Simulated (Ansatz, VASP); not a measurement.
# KMgF3: VASP beside Ansatz, part 2 of 2

One calculation is typed for both programs; each brings its own data sets and cutoff. How far apart do they land? The cell is taken from a series of VASP runs on this material, whose earlier steps may have relaxed, scaled or displaced it; both programs get it as it stands.

VASP 6.6.1 and Ansatz 0.2.0.

So far: Set-up; Ansatz: relaxation of cell and atoms, PBEsol; VASP: relaxation of cell and atoms, PBEsol.

## 3. VASP: relaxation of cell and atoms, PBEsol (continued)

Level of this step: PBEsol; plane waves and PAW (K_sv, Mg, F) (VASP).

Numbers of over 12 decimals in the logs are rounded to 6 here.

From OUTCAR (step 3):

```text
ion  position               nearest neighbor table
   1  0.500  0.500  0.500-   3 2.82   4 2.82   5 2.82   4 2.82   5 2.82   3 2.82   5 2.82   5 2.82
                             3 2.82   4 2.82   4 2.82   3 2.82   2 3.45   2 3.45   2 3.45   2 3.45
   2  0.000  0.000  0.000-   3 1.99   4 1.99   5 1.99   3 1.99   4 1.99   5 1.99   1 3.45   1 3.45
                             1 3.45   1 3.45   1 3.45   1 3.45   1 3.45   1 3.45
   3  0.000  0.000  0.500-   2 1.99   2 1.99   1 2.82   1 2.82   1 2.82   1 2.82
   4  0.000  0.500  0.000-   2 1.99   2 1.99   1 2.82   1 2.82   1 2.82   1 2.82
   5  0.500  0.000  0.000-   2 1.99   2 1.99   1 2.82   1 2.82   1 2.82   1 2.82

  LATTYP: Found a simple cubic cell.
 ALAT       =     3.9846332454

 Subroutine GETGRP returns: Found 48 space group operations
 (whereof 48 operations were pure point group operations)

The static configuration has the point symmetry O_h .

 Found     20 irreducible k-points:

   k-points           NKPTS =     20   k-points in BZ     NKDIM =     20   number of bands    NBANDS=     22

   dimension x,y,z NGX =    32 NGY =   32 NGZ =   32
   dimension x,y,z NGXF=    64 NGYF=   64 NGZF=   64

   ENCUT  =  560.0 eV  41.16 Ry    6.42 a.u.   7.69  7.69  7.69*2*pi/ulx,y,z

   NELECT =      32.0000    total number of electrons

 k-points in reciprocal lattice and weights: Automatic mesh
   0.00000000  0.00000000  0.00000000       0.005
   0.16666667  0.00000000  0.00000000       0.028
   0.33333333  0.00000000  0.00000000       0.028
   0.50000000  0.00000000  0.00000000       0.014
   0.16666667  0.16666667  0.00000000       0.056
   0.33333333  0.16666667  0.00000000       0.111
   0.50000000  0.16666667  0.00000000       0.056
   0.33333333  0.33333333  0.00000000       0.056
   0.50000000  0.33333333  0.00000000       0.056
[...]
0.50000000  0.50000000  0.33333333       0.028
   0.50000000  0.50000000  0.50000000       0.005

 average (electrostatic) potential at core
       1 -34.3061       2 -37.9898       3 -77.4231       4 -77.4231       5 -77.4231

 E-fermi :  -1.4545

 k-point     1 :       0.0000    0.0000    0.0000
  band No.  band energies     occupation
    ...
     12      -2.3356      2.00000
     13      -2.3356      2.00000
     14      -2.0277      2.00000
     15      -2.0277      2.00000
     16      -2.0277      2.00000
     17       5.4272      0.00000
     18       8.2409      0.00000
     19       8.2409      0.00000
     20      10.4367      0.00000
     21      10.4367      0.00000
    ...

 k-point     2 :       0.1667    0.0000    0.0000
  band No.  band energies     occupation
    ...
     12      -2.3935      2.00000
     13      -2.3935      2.00000
     14      -2.2931      2.00000
     15      -2.0819      2.00000
     16      -2.0819      2.00000
     17       5.9155      0.00000
     18       8.4915      0.00000
     19       8.5327      0.00000
     20      10.5711      0.00000
     21      10.5856      0.00000
    ...

 k-point     3 :       0.3333    0.0000    0.0000
  band No.  band energies     occupation
    ...
     12      -2.5289      2.00000
     13      -2.5148      2.00000
     14      -2.5148      2.00000
     15      -2.1876      2.00000
     16      -2.1876      2.00000
     17       7.1025      0.00000
     18       8.9912      0.00000
     19       9.0226      0.00000
     20      10.8867      0.00000
     21      10.8881      0.00000
    ...

  Total        0.0090603      0.0090603      0.0090603      0.0000000      0.0000000     -0.0000000
  in kB        0.2294492      0.2294492      0.2294492      0.0000000      0.0000000     -0.0000000
  external PRESSURE =       0.2294492 kB  Pullay stress =       0.0000000 kB

  energy-cutoff  :      560.00
  volume of cell :       63.27
      direct lattice vectors                 reciprocal lattice vectors
     3.984633245  0.000000000  0.000000000     0.250964126  0.000000000  0.000000000
     0.000000000  3.984633245  0.000000000     0.000000000  0.250964126  0.000000000
     0.000000000  0.000000000  3.984633245     0.000000000  0.000000000  0.250964126

 POSITION                                       TOTAL-FORCE (eV/Angst)
 -----------------------------------------------------------------------------------
      1.99232      1.99232      1.99232         0.000000      0.000000      0.000000
      0.00000      0.00000      0.00000         0.000000      0.000000      0.000000
      0.00000      0.00000      1.99232         0.000000      0.000000      0.000000
      0.00000      1.99232      0.00000         0.000000      0.000000      0.000000
      1.99232      0.00000      0.00000         0.000000      0.000000      0.000000
 -----------------------------------------------------------------------------------
    total drift:                                0.000000      0.000000     -0.000000

  FREE ENERGIE OF THE ION-ELECTRON SYSTEM (eV)
  ---------------------------------------------------
  free  energy   TOTEN  =       -25.2649608916 eV

  energy  without entropy=      -25.2649608916  energy(sigma->0) =      -25.26496089

 reached required accuracy - stopping structural energy minimisation

 total charge
# of ion       s       p       d       tot
------------------------------------------
    1        1.955   5.578   0.029   7.562
    2        0.128   0.162   0.080   0.370
    3        1.725   4.395   0.000   6.120
    4        1.725   4.395   0.000   6.120
    5        1.725   4.395   0.000   6.120
--------------------------------------------------
tot          7.256  18.927   0.109  26.292

[... 3 further parts left out ...]
```

CONTCAR:

```
KMgF3
   1.00000000000000
     3.9846332454000000    0.0000000000000000    0.0000000000000000
     0.0000000000000000    3.9846332454000000    0.0000000000000000
     0.0000000000000000    0.0000000000000000    3.9846332454000000
  K               Mg              F
     1     1     3
Direct
     0.5000000000000000    0.5000000000000000    0.5000000000000000
     0.0000000000000000    0.0000000000000000    0.0000000000000000
     0.0000000000000000    0.0000000000000000    0.5000000000000000
     0.0000000000000000    0.5000000000000000    0.0000000000000000
     0.5000000000000000    0.0000000000000000    0.0000000000000000
```

The run keeps the 48 symmetry operations of its start, so it cannot find a distortion of lower symmetry.

## 4. Side by side

Known differences besides the potentials themselves: both relaxations stop at a tolerance, which leaves soft axes loose, and VASP keeps its plane-wave basis; the data sets hold 40 valence electrons in Ansatz (default PAW (the set named soft_2) files) and 32 in VASP; the cutoff is 420 eV in Ansatz and 560 eV in VASP; Ansatz makes its cores anew for this functional, VASP keeps those of its PBE data sets; VASP leaves aspherical gradient terms in its spheres out (LASPH is not set), Ansatz keeps them; Ansatz adds a Pulay correction to the stress that steers its cell, VASP none. Total energies have different zeros and are not compared.

The two programs side by side:

| quantity | Ansatz | VASP | difference |
| --- | --- | --- | --- |
| volume (Å³) | 63.56 | 63.27 | +0.46 % |
| edge a after relaxation, in the typed setting (Å) | 3.991 | 3.985 | +0.16 % |

The walks stopped with 0.03 GPa left in Ansatz and 0.02 GPa in VASP; each walk ends within a tolerance, so the volume difference is uncertain by about these residues over the bulk modulus, most in soft cells.

## 5. Outcome

- difference in volume (relaxation of cell and atoms, PBEsol): 0.46 %

**Reading.** The difference in volume is 0.46 % (relaxation of cell and atoms, PBEsol), within the 1.2 % picked in this series as the mark of a large difference, as far as the stopping tolerances let one tell. Such differences can come from data sets, numerical settings and the points named under the comparisons, not from the functional's error against experiment.

[Lines on the potential files, build, host, timing and source positions are cut from VASP's logs without a mark.]

[Logs are printed without paths, hosts, clocks, repeated set-up lines and the standing remarks that a program may print on its own settings, such as how far it seeks lower states.]

[Hosts, paths, dates, database ids (printed as entryN), source tags and the programs' standing remarks are cut or masked in the printed files.]
